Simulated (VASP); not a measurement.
Here is the system:

```
In2O3
1.0
   -5.13438     5.13438     5.13438
    5.13438    -5.13438     5.13438
    5.13438     5.13438    -5.13438
In O
16 24
Cartesian
  2.56719   2.56719   2.56719
 -2.56719   2.56719   2.56719
  2.56719   2.56719  -2.56719
  2.56719  -2.56719   2.56719
  4.79037   0.00000   2.56719
  0.34400   0.00000   7.70157
  2.56719   4.79037   0.00000
  7.70157   0.34400   0.00000
  0.00000   2.56719   4.79037
  0.00000   7.70157   0.34400
  0.34400   5.13438   2.56719
  4.79037   5.13438  -2.56719
  2.56719   0.34400   5.13438
 -2.56719   4.79037   5.13438
  5.13438   2.56719   0.34400
  5.13438  -2.56719   4.79037
  4.00995   1.57009   3.93499
  6.25881   3.56429   3.93499
  1.12443   1.57009   6.33377
 -1.12443   3.56429   6.33377
  3.93499   4.00995   1.57009
  3.93499   6.25881   3.56429
  6.33377   1.12443   1.57009
  6.33377  -1.12443   3.56429
  1.57009   3.93499   4.00995
  3.56429   3.93499   6.25881
  1.57009   6.33377   1.12443
  3.56429   6.33377  -1.12443
  1.12443   3.56429   1.19939
 -1.12443   1.57009   1.19939
  4.00995   3.56429  -1.19939
  6.25881   1.57009  -1.19939
  1.19939   1.12443   3.56429
  1.19939  -1.12443   1.57009
 -1.19939   4.00995   3.56429
 -1.19939   6.25881   1.57009
  3.56429   1.19939   1.12443
  1.57009   1.19939  -1.12443
  3.56429  -1.19939   4.00995
  1.57009  -1.19939   6.25881
```

Calculation: PBE GGA, VASP's PBE PAW potentials (set 64) (plane waves; VASP). Settings: LREAL = Auto, 400 eV cut-off, 3×3×3 Γ-centred mesh, first-order Methfessel-Paxton smearing of 0.10 eV, potentials In_d O.

At this cut-off the stress carries a Pulay error, which pulls relaxed volumes low.

### Question
Which forces act on the atoms, in eV/Å?

### Answer

| atom | Fx | Fy | Fz |
|---|---|---|---|
| In1 | 0.000 | 0.000 | 0.000 |
| In2 | 0.000 | 0.000 | 0.000 |
| In3 | 0.000 | 0.000 | 0.000 |
| In4 | 0.000 | 0.000 | 0.000 |
| In5 | 0.007 | 0.000 | 0.000 |
| In6 | -0.007 | 0.000 | 0.000 |
| In7 | 0.000 | 0.007 | 0.000 |
| In8 | 0.000 | -0.007 | 0.000 |
| In9 | 0.000 | 0.000 | 0.007 |
| In10 | 0.000 | 0.000 | -0.007 |
| In11 | -0.007 | 0.000 | 0.000 |
| In12 | 0.007 | 0.000 | 0.000 |
| In13 | 0.000 | -0.007 | 0.000 |
| In14 | 0.000 | 0.007 | 0.000 |
| In15 | 0.000 | 0.000 | -0.007 |
| In16 | 0.000 | 0.000 | 0.007 |
| O17 | -0.107 | 0.187 | -0.200 |
| O18 | 0.107 | -0.187 | -0.200 |
| O19 | 0.107 | 0.187 | 0.200 |
| O20 | -0.107 | -0.187 | 0.200 |
| O21 | -0.200 | -0.107 | 0.187 |
| O22 | -0.200 | 0.107 | -0.187 |
| O23 | 0.200 | 0.107 | 0.187 |
| O24 | 0.200 | -0.107 | -0.187 |
| O25 | 0.187 | -0.200 | -0.107 |
| O26 | -0.187 | -0.200 | 0.107 |
| O27 | 0.187 | 0.200 | 0.107 |
| O28 | -0.187 | 0.200 | -0.107 |
| O29 | 0.107 | -0.187 | 0.200 |
| O30 | -0.107 | 0.187 | 0.200 |
| O31 | -0.107 | -0.187 | -0.200 |
| O32 | 0.107 | 0.187 | -0.200 |
| O33 | 0.200 | 0.107 | -0.187 |
| O34 | 0.200 | -0.107 | 0.187 |
| O35 | -0.200 | -0.107 | -0.187 |
| O36 | -0.200 | 0.107 | 0.187 |
| O37 | -0.187 | 0.200 | 0.107 |
| O38 | 0.187 | 0.200 | -0.107 |
| O39 | -0.187 | -0.200 | -0.107 |
| O40 | 0.187 | -0.200 | 0.107 |

### Question
Give the stress tensor in GPa (positive for a compressed cell).

### Answer

```
-2.95   0.00   0.00
 0.00  -2.95   0.00
 0.00   0.00  -2.95
```
The pressure is its mean diagonal, -2.95 GPa.

The structure was generated: In2O3 was put into an ordered model structure, a phase also known from measurement. The cell was not relaxed at this level.
